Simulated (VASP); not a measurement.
Input of a VASP 6.6.1 run:

INCAR

```
SYSTEM = Cu
PREC = Accurate
ENCUT = 450
EDIFF = 1E-6
ISMEAR = 1
SIGMA = 0.1
LREAL = .False.
LASPH = .True.
NELM = 120
ALGO = Normal
ISIF = 2
LWAVE = .False.
LCHARG = .False.
METAGGA = R2SCAN
LMIXTAU = .True.
KPAR = 4
```

Contents of KPOINTS:

```
Automatic mesh
0
Gamma
  21 21 21
  0 0 0
```

POSCAR

```
Cu                                      
1.0
   -0.0000000000      1.8170093628      1.8170093628
    1.8170093628      0.0000000000      1.8170093628
    1.8170093628      1.8170093628     -0.0000000000
  Cu            
     1
Direct
     0.0000000000000000    0.0000000000000000    0.0000000000000000
```

Potentials or basis: VASP PAW PBE potentials, release 64 (Cu).

Command:

```bash
$ cat potpaw_PBE.64/Cu/POTCAR > POTCAR
$ mpirun -np 4 vasp_std > vasp.out
```

Task: What does it give for the band gap on the k mesh?

Result: None (metal or under the smearing width).

Task: What does it give for the pressure?

Result: -7.2 GPa.

Caveat: the PAW data sets were made with another functional, which shifts forces and pressure a little.
